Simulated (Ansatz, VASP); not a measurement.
# Sn in two plane-wave programs

One calculation is typed for both programs; each brings its own data sets. How far apart do they land? The cell is taken from a series of runs on this material, whose earlier steps may have relaxed, scaled, displaced or heated it; both programs get it as it stands.

Method: plane waves, with VASP 6.6.1 beside it; zone-centre phonons at PBEsol, in Ansatz 0.2.0.

**1. The starting structure**

The structure is tetragonal, space group I4_1/amd (No. 141). Conventional cell: a = 4.486 Å, b = 4.486 Å, c = 6.742 Å, α = 90.00°, β = 90.00°, γ = 90.00°. Nearest to Sn lie 4 Sn at 2.81 Å.

As a file:

```xyz
2
Lattice="0.0000 3.1722 3.3710 3.1722 0.0000 3.3710 3.1722 3.1722 0.0000" Properties=species:S:1:pos:R:3 pbc="T T T"
Sn    3.1722    3.1722    3.3710
Sn    4.7583    4.7583    5.0565
```

**2. VASP: zone-centre phonons, PBEsol**

Second derivatives magnify differences that forces hide, and they need a tight electronic threshold.

Lines of VASP's logs that name or quote its potential files are left out, and so is its time.

INCAR

```
SYSTEM = Sn
PREC = Accurate
ENCUT = 500
EDIFF = 1E-08
NELM = 120
ISMEAR = 1
SIGMA = 0.2
LREAL = .FALSE.
ALGO = Normal
GGA = PS
NBANDS = 20
LORBIT = 11
LWAVE = .FALSE.
LCHARG = .FALSE.
ISIF = 2
IBRION = 8
LASPH = .TRUE.
GGA_COMPAT = .FALSE.
KPAR = 2
```

POSCAR

```
Sn
1.0
    0.0000000000      3.1721786830      3.3709741467
    3.1721786830      0.0000000000      3.3709741467
    3.1721786830      3.1721786830      0.0000000000
Sn
2
Direct
    0.5000000000      0.5000000000      0.5000000000
    0.7500000000      0.7500000000      0.7500000000
```

KPOINTS

```
Automatic mesh
0
Gamma
12 12 12
0 0 0
```

The projector-augmented-wave data sets are Sn_d (PBE family, release 64).

Command:

```bash
> mpirun -np 2 vasp_std
```

Numbers of over 12 decimals in the logs are rounded to 6 here.

What it wrote:

```text
[banner, memory and clock lines left out]
running    2 mpi-ranks, on    1 nodes
 distrk:  each k-point on    1 cores,    2 groups
 distr:  one band on    1 cores,    1 groups

 POSCAR found type information on POSCAR Sn
 POSCAR found :  1 types and       2 ions
|                                                                             |
|               ----> ADVICE to this user running VASP <----                  |
|                                                                             |
|     You enforced a specific xc type in the INCAR file but a different       |
|     [... a line on the potential file left out ...]
|     I HOPE YOU KNOW WHAT YOU ARE DOING!                                     |
|                                                                             |

 LDA part: xc-table for (Slater+PW92), standard interpolation
 POSCAR, INCAR and KPOINTS ok, starting setup
 FFT: planning ... GRIDC
 FFT: planning ... GRID_SOFT
 FFT: planning ... GRID
 WAVECAR not read
 entering main loop
       N       E                     dE             d eps       ncg     rms          rms(c)
DAV:   1     0.219205702119E+03    0.21921E+03   -0.14781E+04  6544   0.200E+03
DAV:   2     0.144075297110E+02   -0.20480E+03   -0.20092E+03  6544   0.437E+02
DAV:   3    -0.782129295979E+01   -0.22229E+02   -0.22093E+02  7456   0.141E+02
DAV:   4    -0.852242589472E+01   -0.70113E+00   -0.70061E+00  7372   0.283E+01
DAV:   5    -0.854679795663E+01   -0.24372E-01   -0.24371E-01  9012   0.515E+00    0.330E+00
DAV:   6    -0.847392292595E+01    0.72875E-01   -0.44616E-02  8800   0.279E+00    0.186E+00
DAV:   7    -0.843890329664E+01    0.35020E-01   -0.55962E-02  7428   0.267E+00    0.165E-01
DAV:   8    -0.843985953663E+01   -0.95624E-03   -0.73491E-03  7184   0.105E+00    0.546E-02
DAV:   9    -0.844010182081E+01   -0.24228E-03   -0.35509E-04  8068   0.152E-01    0.105E-02
DAV:  10    -0.844011033144E+01   -0.85106E-05   -0.17915E-05  7972   0.385E-02    0.506E-03
DAV:  11    -0.844011179149E+01   -0.14600E-05   -0.25999E-06  7192   0.122E-02    0.663E-04
DAV:  12    -0.844011167264E+01    0.11884E-06   -0.18508E-07  8284   0.524E-03    0.347E-04
DAV:  13    -0.844011164569E+01    0.26955E-07   -0.10990E-08  5740   0.847E-04    0.525E-05
DAV:  14    -0.844011165854E+01   -0.12855E-07   -0.12122E-09  4072   0.385E-04    0.118E-05
DAV:  15    -0.844011165866E+01   -0.11642E-09   -0.47814E-10  3796   0.269E-04
   1 F= -.84401117E+01 E0= -.84401233E+01  d E =0.350369E-04
 Linear response reoptimize wavefunctions to high precision
DAV:   1    -0.844011166091E+01   -0.22533E-08   -0.28559E-10  3908   0.220E-04
DAV:   2    -0.844011166093E+01   -0.20009E-10   -0.14171E-10  3684   0.127E-04
 Linear response DOF=           2
 Linear response progress:
  Degree of freedom:   1/  2
       N       E                     dE             d eps       ncg     rms          rms(c)
RMM:   1    -0.213846782729E+00   -0.21385E+00    0.59402E-01 23861   0.102E+01
RMM:   2    -0.220528761591E+00   -0.66820E-02   -0.19857E-02 33336   0.117E+00    0.699E-02
RMM:   3    -0.220697922149E+00   -0.16916E-03   -0.16363E-03 35136   0.325E-01    0.325E-02
RMM:   4    -0.220607527495E+00    0.90395E-04   -0.11659E-04 34914   0.984E-02    0.114E-02
RMM:   5    -0.220599436179E+00    0.80913E-05   -0.17684E-05 35722   0.332E-02    0.390E-03
RMM:   6    -0.220599815952E+00   -0.37977E-06   -0.14156E-06 35234   0.962E-03    0.188E-03
RMM:   7    -0.220597608673E+00    0.22073E-05   -0.78886E-07 35210   0.344E-03    0.335E-04
RMM:   8    -0.220595194917E+00    0.24138E-05   -0.16337E-07 36430   0.122E-03    0.257E-04
RMM:   9    -0.220592962106E+00    0.22328E-05   -0.75228E-08 35913   0.518E-04    0.619E-05
RMM:  10    -0.220593390358E+00   -0.42825E-06   -0.28957E-08 37849   0.219E-04    0.324E-05
RMM:  11    -0.220593382085E+00    0.82731E-08   -0.83862E-09 36593   0.119E-04    0.544E-06
 first order change of Fermi-energy   0.12415E-04
 force on displaced ion       1 direction 1 :  -7.655  -0.000   0.000
 Linear response progress:
  Degree of freedom:   2/  2
       N       E                     dE             d eps       ncg     rms          rms(c)
RMM:   1    -0.214405856981E+00   -0.21441E+00    0.52010E-01 14048   0.985E+00
RMM:   2    -0.221039170522E+00   -0.66333E-02   -0.19972E-02 19635   0.118E+00    0.729E-02
RMM:   3    -0.221225673484E+00   -0.18650E-03   -0.16590E-03 20647   0.327E-01    0.343E-02
RMM:   4    -0.221149158980E+00    0.76515E-04   -0.11501E-04 20748   0.991E-02    0.114E-02
RMM:   5    -0.221147183204E+00    0.19758E-05   -0.14252E-05 21069   0.333E-02    0.378E-03
RMM:   6    -0.221145784804E+00    0.13984E-05   -0.64662E-07 20588   0.978E-03    0.180E-03
RMM:   7    -0.221142032738E+00    0.37521E-05    0.21048E-07 20718   0.359E-03    0.261E-04
RMM:   8    -0.221139475645E+00    0.25571E-05    0.17593E-07 21441   0.131E-03    0.200E-04
RMM:   9    -0.221137385240E+00    0.20904E-05    0.13778E-07 21005   0.553E-04    0.473E-05
RMM:  10    -0.221137903884E+00   -0.51864E-06    0.28129E-07 22211   0.255E-04    0.364E-05
RMM:  11    -0.221137790217E+00    0.11367E-06    0.22110E-07 21434   0.138E-04    0.109E-05
RMM:  12    -0.221137760309E+00    0.29908E-07    0.57901E-08 22891   0.824E-05    0.765E-06
RMM:  13    -0.221137720173E+00    0.40136E-07    0.30292E-08 22140   0.574E-05    0.310E-06
RMM:  14    -0.221137697940E+00    0.22233E-07    0.11351E-08 22669   0.442E-05    0.178E-06
RMM:  15    -0.221137670929E+00    0.27011E-07    0.82708E-09 21507   0.382E-05    0.328E-07
RMM:  16    -0.221137676283E+00   -0.53547E-08    0.68199E-10 15435   0.341E-05    0.572E-07
 first order change of Fermi-energy   0.23975E-03
 force on displaced ion       1 direction 3 :   0.000   0.000  -7.914
 Linear response finished
```

From OUTCAR (step 2):

```text
ion  position               nearest neighbor table
   1  0.500  0.500  0.500-   2 2.81   2 2.81   2 2.81   2 2.81
   2  0.750  0.750  0.750-   1 2.81   1 2.81   1 2.81   1 2.81

  LATTYP: Found a body centered tetragonal cell.
 ALAT       =     4.4861381158
 C/A-ratio  =     1.5028401087

 Subroutine GETGRP returns: Found 16 space group operations
 (whereof  8 operations were pure point group operations)

The static configuration has the point symmetry D_2d.
 The point group associated with its full space group is D_4h.

 Found    163 irreducible k-points:

   k-points           NKPTS =    163   k-points in BZ     NKDIM =    163   number of bands    NBANDS=     20

   dimension x,y,z NGX =    36 NGY =   36 NGZ =   36
   dimension x,y,z NGXF=    72 NGYF=   72 NGZF=   72

   ENCUT  =  500.0 eV  36.75 Ry    6.06 a.u.   8.44  8.44  8.18*2*pi/ulx,y,z

   NELECT =      28.0000    total number of electrons

 k-points in reciprocal lattice and weights: Automatic mesh
   0.00000000  0.00000000  0.00000000       0.001
   0.08333333 -0.00000000  0.00000000       0.005
   0.16666667 -0.00000000  0.00000000       0.005
   0.25000000  0.00000000  0.00000000       0.005
   0.33333333 -0.00000000  0.00000000       0.005
   0.41666667  0.00000000  0.00000000       0.005
   0.50000000  0.00000000  0.00000000       0.002
   0.08333333  0.08333333  0.00000000       0.001
   0.16666667  0.08333333  0.00000000       0.005
[...]
-0.33333333  0.16666667  0.50000000       0.002
  -0.25000000  0.25000000  0.50000000       0.001

 average (electrostatic) potential at core
       1-101.2507       2-101.2507

  Total        0.8227085      0.8227085     -0.0335531      0.0000000      0.0000000      0.0000000
  in kB       19.4292412     19.4292412     -0.7923956      0.0000000      0.0000000      0.0000000
  external PRESSURE =      12.6886956 kB  Pullay stress =       0.0000000 kB

  energy-cutoff  :      500.00
  volume of cell :       67.84
      direct lattice vectors                 reciprocal lattice vectors
     0.000000000  3.172178683  3.370974147    -0.157620377  0.157620377  0.148325077
     3.172178683  0.000000000  3.370974147     0.157620377 -0.157620377  0.148325077
     3.172178683  3.172178683  0.000000000     0.157620377  0.157620377 -0.148325077

 POSITION                                       TOTAL-FORCE (eV/Angst)
 -----------------------------------------------------------------------------------
      3.17218      3.17218      3.37097        -0.000000     -0.000000     -0.000000
      4.75827      4.75827      5.05646         0.000000      0.000000      0.000000
 -----------------------------------------------------------------------------------
    total drift:                                0.000000      0.000000      0.000000

 Eigenvectors and eigenvalues of the dynamical matrix
 ----------------------------------------------------

   1 f  =    5.708546 THz    35.867850 2PiTHz  190.416584 cm-1    23.608637 meV
             X         Y         Z           dx          dy          dz
      3.172179  3.172179  3.370974     0.000000    0.000000    0.707107
      4.758268  4.758268  5.056461     0.000000    0.000000   -0.707107

   2 f  =    5.614169 THz    35.274867 2PiTHz  187.268537 cm-1    23.218329 meV
             X         Y         Z           dx          dy          dz
      3.172179  3.172179  3.370974    -0.500000   -0.500000    0.000000
      4.758268  4.758268  5.056461     0.500000    0.500000    0.000000

   3 f  =    5.614169 THz    35.274867 2PiTHz  187.268537 cm-1    23.218329 meV
             X         Y         Z           dx          dy          dz
      3.172179  3.172179  3.370974    -0.500000    0.500000   -0.000000
      4.758268  4.758268  5.056461     0.500000   -0.500000   -0.000000

   4 f  =    0.000000 THz     0.000000 2PiTHz    0.000002 cm-1     0.000000 meV
             X         Y         Z           dx          dy          dz
      3.172179  3.172179  3.370974     0.697122   -0.103275   -0.057922
      4.758268  4.758268  5.056461     0.697122   -0.103275   -0.057922

   5 f/i=    0.000000 THz     0.000000 2PiTHz    0.000000 cm-1     0.000000 meV
             X         Y         Z           dx          dy          dz
      3.172179  3.172179  3.370974     0.113757    0.680140    0.156424
      4.758268  4.758268  5.056461     0.113757    0.680140    0.156424

   6 f/i=    0.000000 THz     0.000000 2PiTHz    0.000002 cm-1     0.000000 meV
             X         Y         Z           dx          dy          dz
      3.172179  3.172179  3.370974     0.032866   -0.163533    0.687151
      4.758268  4.758268  5.056461     0.032866   -0.163533    0.687151

 ELASTIC MODULI CONTR FROM IONIC RELAXATION (kBar)
 Direction    XX          YY          ZZ          XY          YZ          ZX
 --------------------------------------------------------------------------------
 XX           0.0000      0.0000      0.0000      0.0000      0.0000      0.0000
 YY           0.0000      0.0000      0.0000      0.0000      0.0000      0.0000
 ZZ           0.0000      0.0000      0.0000      0.0000      0.0000      0.0000
 XY           0.0000      0.0000      0.0000   -243.4447      0.0000      0.0000
 YZ           0.0000      0.0000      0.0000      0.0000   -256.8205      0.0000
 ZX           0.0000      0.0000      0.0000      0.0000      0.0000   -225.8955
 --------------------------------------------------------------------------------
```

**3. Ansatz: zone-centre phonons, PBEsol**

Ansatz runs on its PAW soft_1 files.

The same cell, functional, mesh and smearing now go to Ansatz, which takes its cutoff from its data sets.

input.yaml

```yaml
crystal:
  lattice:
    - [0.0, 3.172178683, 3.3709741467]
    - [3.172178683, 0.0, 3.3709741467]
    - [3.172178683, 3.172178683, 0.0]
  atoms:
    - { symbol: Sn, position: [0.5, 0.5, 0.5] }
    - { symbol: Sn, position: [0.75, 0.75, 0.75] }
kpoints:
  mp_grid: { grid: [12, 12, 12] }
hamiltonian:
  xc: pbesol
  pseudopotentials: { kind: paw, azcp: { folder: soft_1 }, xc_functional: pbe }
scf:
  occupations: { method: methfessel_paxton, width: 0.2 }
output:
  eigenvalues: true
phonons:
  method: dfpt
```

Command:

```bash
> ansatz run input.yaml --threads 4 --pin off --max-ram 10240MiB --backend cpu --events-out ev --progress --plain --runs-dir out
```

What it wrote:

```text
zone centre: on kpoints.mp_grid the ground state, and the responses unless they are solved on pairs of k-points, stand on 280 of the mesh's 1728 k-points, reduced under 4 symmetry operations, with k and −k counted as one. Each operation leaves every solved displacement unchanged or reverses it
Engine: ansatz 0.2.0, x86_64-unknown-linux-gnu
Pseudopotentials: kind: paw
Pseudopotential: Sn, paw, valence charge 14, recommended cutoff 420 eV (normal), soft_1/Sn.paw.azcp
Functional definition: PBEsol
  exchange = pbesol_x
  correlation = pbesol_c
Crystal: 2 atoms, lattice volume = 67.842 Å³
Basis set: ecut = 420 eV, 1339 PW (Γ), exchange–correlation on 64×64×64 points (8 copies of the dense FFT grid, shifted against one another)
Bands: 18, of which v1, the nominal top of the filled ones, is band 14 counted from 1 (13 counted from 0)
Symmetry: 16 space group operations
k-points: 280 of 1728 (irreducible under 4 space group operations, time reversal used)
Non-local potential: Sn, projectors of the file, l = 0: 2, l = 1: 2, l = 2: 2, l = 3: 1
PAW form: soft (Blöchl's): semilocal exchange-correlation on the pseudo side does not see the compensation charge
PAW frozen core: Sn, regenerated for the run's functional, and the local potential with it (the file was generated under x = pbe(κ = 0.804, μ = 0.219515), c = pbe(β = 0.066725))
PAW one-centre angular grid: Sn, 590 points (default); XC on 64 Gauss nodes
Initial density: superposition of atomic densities (chi_scale 0.1, normalization cell)
Initial wavefunctions: pseudopotential atomic-orbital guess
Functional: x = pbesol(κ = 0.804, μ = 0.123457), c = pbesol(β = 0.046)
SCF iter   1: F=—  HF=-11899.693053 eV  |F-HF|=—  |Δ(HF+E_count)|=         —  Δρ=2.20e-2  dr2=3.42e-1  ethr=3.10e-3  ⟨swp⟩=5.6  Hψ=26716  notcnv=0
preconditioner: auto → Kerker (q_TF=auto, 2.354 Å⁻¹)  [metal: Δε(μ)=0.074 eV  Ē_g=19.970 eV  σ=0.200 eV  W_gap=0.30  n_scr=14 (ndim 8)  ℏωp=23.9 eV  f_vac=0.003  D(μ)=0.14/eV (n_scr^D=0)]
SCF iter   2: F=—  HF=-11899.651513 eV  |F-HF|=—  |Δ(HF+E_count)|=   4.15e-2  S|Δr|=    0.00e0  Δρ=1.43e-2  dr2=1.64e-1  ethr=1.22e-3  ⟨swp⟩=1.0  Hψ=7283  notcnv=0
SCF iter   3: F=—  HF=-11899.619167 eV  |F-HF|=—  |Δ(HF+E_count)|=   3.23e-2  S|Δr|=    0.00e0  Δρ=2.66e-3  dr2=1.32e-2  ethr=5.85e-4  ⟨swp⟩=1.0  Hψ=5040  notcnv=0
SCF iter   4: F=—  HF=-11899.619679 eV  |F-HF|=—  |Δ(HF+E_count)|=   5.11e-4  S|Δr|=    0.00e0  Δρ=1.46e-3  dr2=2.76e-3  ethr=4.71e-5  ⟨swp⟩=2.0  Hψ=6056  notcnv=0
SCF iter   5: F=—  HF=-11899.620753 eV  |F-HF|=—  |Δ(HF+E_count)|=   1.07e-3  S|Δr|=    0.00e0  Δρ=2.96e-4  dr2=7.69e-5  ethr=9.86e-6  ⟨swp⟩=2.0  Hψ=6174  notcnv=0
SCF iter   6: F=—  HF=-11899.620824 eV  |F-HF|=—  |Δ(HF+E_count)|=   7.19e-5  S|Δr|=    0.00e0  Δρ=5.69e-5  dr2=1.50e-6  ethr=2.75e-7  ⟨swp⟩=2.2  Hψ=6684  notcnv=0
SCF iter   7: F=—  HF=-11899.620831 eV  |F-HF|=—  |Δ(HF+E_count)|=   6.97e-6  S|Δr|=    0.00e0  Δρ=9.39e-6  dr2=3.74e-8  ethr=5.35e-9  ⟨swp⟩=2.1  Hψ=6437  notcnv=0
SCF iter   8: F=—  HF=-11899.620832 eV  |F-HF|=—  |Δ(HF+E_count)|=   1.43e-7  S|Δr|=    0.00e0  Δρ=1.66e-6  dr2=1.96e-9  ethr=1.34e-10  ⟨swp⟩=2.8  Hψ=8877  notcnv=0
SCF iter   9: F=—  HF=-11899.620832 eV  |F-HF|=—  |Δ(HF+E_count)|=   4.37e-9  S|Δr|=    0.00e0  Δρ=3.31e-7  dr2=5.69e-11  ethr=7.01e-12  ⟨swp⟩=2.8  Hψ=8704  notcnv=0
SCF iter  10: F=-11899.620832 eV  HF=-11899.620832 eV  |F-HF|=5.46e-12  |Δ(HF+E_count)|=  9.46e-11  S|Δr|=    0.00e0  Δρ=8.97e-8  dr2=4.96e-12  ethr=1.00e-12  ⟨swp⟩=6.6  Hψ=21581  notcnv=0
SCF 1 converged in 10 iterations: F = -11899.620832 eV  dr2 = 4.96e-12
  greatest PAW one-centre occupation: 0.991 electrons in one spin orbital (limit 2), on the Sn atom at site 1 (counted from 0), in its partial waves of l = 2
DFPT response loops at Γ: preconditioner auto → Kerker (q_TF=auto, 2.354 Å⁻¹) (partly filled bands, converged f_vac=0.079); β = 1.00, the filter's whole step (`scf.mixing.beta` (0.50) is not read by the response loops under this deck's `scf.mixing.preconditioner`; to damp them name `kerker` or `kerker_dos`, under which they read `scf.mixing.beta`, and type it under 1.00, their step now; both keys bind the ground state too); Broyden in place of MSR1
SCF converged after 10 iterations
Stability not checked: this state was not tested for a lower state beside it, because cold or Methfessel-Paxton smearing, or corrected tetrahedra, fill the levels in a way that the test cannot read (fill_not_monotonic; see scf.lower_state_search)
Free energy (F): -11899.620832 eV
Harris-Foulkes:  -11899.620832 eV  (|F-HF|=5.46e-12)
Internal energy: -11899.620869 eV  (E = F + TS)
E sigma→0 (E₀):  -11899.620841 eV
Entropy (-TS):   0.000037 eV (0.018 meV/atom)
Fermi energy:    7.828867 eV
--- Per-component energies (eV) ---
  E_band       = -247.540590
  E_kinetic    = 337.547975
  E_local      = -2610.582748  (includes V_loc(G=0)·N_el)
  E_nonlocal   = 293.946634
  E_hartree    = 1270.514120
  E_xc         = -249.285146
  E_vxc        = -160.737801  (∫ρ·V_xc dr)
  E_paw        = -8592.721461  (= ΣΔE_a)
  E_vpaw       = -648.743553  (= ΣTr[D̂ρ^β])
  E_aug_tail   = 0.000576  (compensation charges beyond the density's cutoff)
  E_ewald      = -2349.610497
  E_core_change = 0.569679  (= ΣΔE_core)
  E_smearing   = 0.000037  (= −TS)
  E_closure    = 0.000000  (closes the sum)
  Σ components = -11899.620832   (vs F -11899.620832, Δ=0.00e0)
--- Band table (eV; the first three rows and the last of 280) ---
  k-point 0: bands = [... 10 lower, -2.8525, 7.1456, 7.6186, 8.0513, 8.0513, 9.9045, 9.9045, 10.1453]
  k-point 1: bands = [... 10 lower, -2.7845, 6.2460, 7.6068, 7.9120, 8.3478, 10.0908, 10.0955, 10.4144]
  k-point 2: bands = [... 10 lower, -2.5831, 4.9856, 7.2984, 7.6228, 8.3406, 10.5074, 10.5213, 11.2167]
  k-point 279: bands = [... 10 lower, 0.1186, 0.1186, 5.5616, 5.5616, 8.8335, 8.8335, 15.5079, 15.5079]
--- Phonons (Γ-DFPT): 2 representative perturbations + reference, on 280 of 1728 k-points (Σ response iterations 6) ---
  k mesh reduced under 4 symmetry operations, with k and −k counted as one. Each operation leaves every solved displacement unchanged or reverses it
  ASR residual: 6.715e-5 → 0.000e0 eV/Å²; symmetrization residual: 1.269e-12 eV/Å²
  ASR residual per site (eV/Å²): 6.71e-5 6.71e-5
  Γ frequencies (cm⁻¹): 0.00 0.00 0.00 187.24 187.24 190.26
  non-analytic LO–TO correction: not included (Born effective charges unavailable; polar crystals: no LO–TO splitting at Γ)
```

Reading the cycles: dr2 is the Hartree energy of the density residual (eV), the measure of convergence; HF is the Harris–Foulkes estimate of the energy, which meets the free energy F at convergence.

**4. Side by side**

Known differences besides the potentials themselves: the cutoff is 420 eV in Ansatz and 500 eV in VASP; Ansatz makes its cores anew for this functional, VASP keeps those of its PBE data sets. Total energies have different zeros and are not compared.

Both answers:

```csv
quantity,Ansatz,VASP,difference
optical mode 1 to 2 (cm⁻¹),187.2,187.3,-0.02 %
optical mode 3 (cm⁻¹),190.3,190.4,-0.08 %
```

Modes are paired by rising frequency, not by their patterns, so a pair may set unlike modes beside each other; they are those without the splitting of longitudinal modes.

**5. What came out**

- r.m.s. difference of the optical zone-centre modes, each program's sorted by frequency (zone-centre phonons, PBEsol): 0.093 cm⁻¹

**Reading.** The r.m.s. difference of the optical zone-centre modes, each program's sorted by frequency is 0.093 cm⁻¹ (zone-centre phonons, PBEsol). Such differences can come from data sets, numerical settings and the points named under the comparisons, not from the functional's error against experiment.

[Lines on the potential files, build, host, timing and source positions are cut from VASP's logs without a mark.]

[Logs are printed without paths, hosts, clocks, repeated set-up lines and the standing remarks that a program may print on its own settings, such as how far it seeks lower states.]

[Hosts, paths, dates, database ids (printed as entryN), source tags and the programs' standing remarks are cut or masked in the printed files.]
